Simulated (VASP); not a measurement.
Given:

```yaml
crystal:
  lattice:
    - [2.31702, 0.00000, 0.00000]
    - [0.00000, 2.31702, 0.00000]
    - [0.00000, 0.00000, 2.31702]
  atoms:
    - { symbol: Co, position: [0.00000, 0.00000, 0.00000], spin: 3.0 }
```

These are PBE GGA, VASP's PBE PAW potentials (set 64) (plane waves; VASP) values and carry that method's errors. Run with 400 eV cut-off, 15×15×15 Monkhorst-Pack mesh, first-order Methfessel-Paxton smearing of 0.10 eV, potentials Co.

Gaps are read on the run's mesh, which can miss a band edge.

Task: What does the run give for the cell moment, energy per atom (σ→0), pressure, band gap (on the k-mesh) with the smallest direct gap where there is one?

Result: 
```yaml
band gap (on the k-mesh): none (metal, semimetal or under 0.01 eV)
cell_moment: 1.80 μB
energy per atom (σ→0): -6.265 eV/atom
pressure: 2.46 GPa
```

Task: Give the moment on each site (PAW-sphere projection).

Result: 
```tsv
site	moment (μB)
Co1	1.80
```

Total energies compare only between runs with the same potentials, cut-off and functional.

The structure was generated: Co was put into the simple-cubic type (Pm-3m), which need not be its known phase. The cell was not relaxed at this level. The run is one of a series of settings (KPOINTS 15×15×15 Monkhorst-Pack mesh against the base run), some of them coarse on purpose.
